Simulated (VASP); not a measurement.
Here is the system:

```
CELL_PARAMETERS angstrom
      0.00000     2.20589     2.20589
      2.20589     0.00000     2.20589
      2.20589     2.20589     0.00000
ATOMIC_POSITIONS crystal
  Ti 0.00000 0.00000 0.00000
  C  0.50000 0.50000 0.50000
```

The numbers are results of SCAN meta-GGA, VASP's PBE PAW potentials (set 64) (plane waves; VASP), not measurements. Run with 520 eV cut-off, 14×14×14 Γ-centred mesh, first-order Methfessel-Paxton smearing of 0.10 eV, potentials Ti_sv C.

Question: The job: TiC (rock salt), 2 atoms, SCAN, static run, 520 eV, 14×14×14 Γ-centred mesh. Roughly how much core time does it take on a busy server core?

Answer: About 3 core-minutes (one run on a shared machine, a rough figure). It had 104 irreducible k-points, 12 bands, up to 592 plane waves and 20 electronic steps.

The compound is TiC in the rock salt structure. This cell is one point of a volume scan, at 1.06 of the reference volume.
